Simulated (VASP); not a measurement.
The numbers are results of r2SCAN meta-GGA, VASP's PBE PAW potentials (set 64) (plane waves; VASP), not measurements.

VASP ran on this input.

### KPOINTS
```
Automatic mesh
0
Gamma
8 8 7
0 0 0
```

POSCAR:
```
NbAs
1
    3.5410980000     0.0000000000     0.0000000000
   -1.7705490000     3.0666810000     0.0000000000
    0.0000000000     0.0000000000     3.4559360000
Nb As
1 1
Direct
  0.0000000000   0.0000000000   0.0000000000
  0.6666670000   0.3333330000   0.5000000000
```

### INCAR
```
ISMEAR = 0
ALGO = Normal   # blocked Davidson
SIGMA = 0.05   # width (eV)
ENCUT = 400   # plane-wave cut-off (eV)
EDIFF = 1E-6
NSW = 60   # most ionic steps
SYSTEM = NbAs
PREC = Accurate
LCHARG = .False.
ISIF = 3   # ions, shape and volume
IBRION = 2   # conjugate gradients
NELM = 100   # most electronic steps
METAGGA = R2SCAN
LREAL = .False.
EDIFFG = -0.01
LASPH = .True.   # aspherical one-centre terms
LMIXTAU = .True.
LWAVE = .False.
LMAXMIX = 4
```

POTCAR, in this order: Nb_sv As (PBE.64 set). Program: vasp_std.

Energy and stress use the plane-wave basis of the starting cell.

Q: What does the run give for the energy per atom (σ→0), volume per atom, band gap (on the k-mesh)?

A: 
```json
{
 "energy per atom (σ→0)": "-20.562 eV/atom",
 "band gap (on the k-mesh)": "none (metal, semimetal or under 0.01 eV)",
 "volume_per_atom": "17.60 Å³/atom"
}
```

OSZICAR:
```
...
DAV:   3    -0.411241023901E+02    0.18814E-03   -0.17635E-03  1285   0.432E-01    0.285E-02
DAV:   4    -0.411242612687E+02   -0.15888E-03   -0.29839E-04  1306   0.180E-01    0.170E-02
DAV:   5    -0.411242274294E+02    0.33839E-04   -0.14818E-04  1128   0.136E-01    0.751E-03
DAV:   6    -0.411242860426E+02   -0.58613E-04   -0.37947E-05  1085   0.697E-02    0.241E-03
DAV:   7    -0.411242835199E+02    0.25227E-05   -0.37932E-06  1408   0.191E-02    0.204E-03
DAV:   8    -0.411242855329E+02   -0.20130E-05   -0.33644E-07   565   0.721E-03    0.173E-03
DAV:   9    -0.411242859459E+02   -0.41300E-06   -0.11377E-07   550   0.431E-03
   6 F= -.41124286E+02 E0= -.41123700E+02  d E =-.757287E-02
```

The structure was generated: NbAs was put into the WC type (P-6m2), which need not be its known phase. This run relaxes it. Symmetry was kept, so distortions that lower it aren't found.
